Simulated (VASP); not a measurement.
Input for VASP

File POSCAR:
```
VS
1
    3.1215516605    -0.0000000000     0.0000000000
   -1.5607758302     2.7033428951     0.0000000000
    0.0000000000     0.0000000000     6.0400482035
V S
2 2
Direct
  0.0000000000   1.0000000000   0.0000000000
  0.0000000000   1.0000000000   0.5000000000
  0.3333330000   0.6666670000   0.2500000000
  0.6666670000   0.3333330000   0.7500000000
```

KPOINTS:
```
Regular mesh
0
Gamma
  13 13 6
0 0 0
```

### INCAR
```
LORBIT = 11   # lm-projected
LMAXMIX = 4   # l cut-off of mixed one-centre charges
ISIF = 2   # forces and stress, cell fixed
ALGO = Normal
LEFG = T
LWAVE = F
ISMEAR = -5   # tetrahedra, Bloechl
NEDOS = 601   # DOS grid
PREC = Accurate
SYSTEM = VS
GGA = PS
NELM = 100
EDIFF = 1E-7
ENCUT = 400
LCHARG = T
LASPH = T   # aspherical one-centre terms
LREAL = F   # projection in real space or not
```

POTCAR, in this order: V_sv S (PBE.64 set). Program: vasp_std.

Problem. Translate this PBEsol calculation to Quantum ESPRESSO's pw.x.

Solution. One equivalent input (not run):
```
&CONTROL
  calculation = 'scf'
  pseudo_dir = './pseudo'
  outdir = './out'
  tprnfor = .true.
  tstress = .true.
/
&SYSTEM
  ibrav = 0
  nat = 4
  ntyp = 2
  ecutwfc = 84
  occupations = 'tetrahedra'
  input_dft = 'pbesol'
/
&ELECTRONS
  conv_thr = 7.3e-09
  electron_maxstep = 100
/
ATOMIC_SPECIES
  V 50.941 V.upf
  S 32.060 S.upf
CELL_PARAMETERS angstrom
     3.1215517   -0.0000000    0.0000000
    -1.5607758    2.7033429    0.0000000
     0.0000000    0.0000000    6.0400482
ATOMIC_POSITIONS crystal
  V    0.0000000  1.0000000  0.0000000
  V    0.0000000  1.0000000  0.5000000
  S    0.3333330  0.6666670  0.2500000
  S    0.6666670  0.3333330  0.7500000
K_POINTS automatic
  13 13 6 0 0 0
```
The two are equivalent in intent, not identical: the potentials are each code's own (VASP's PAW set, PseudoDojo norm-conserving files in pw.x), so ENCUT and ecutwfc are chosen apart and not converted; conv_thr bounds pw.x's estimated SCF error, while EDIFF bounds the energy change between steps; the field gradients of LEFG aren't asked of the other code.

The structure was generated: VS was put into the NiAs type type (P6_3/mmc), which need not be its known phase. It was relaxed first, which changed the volume by -39 %.
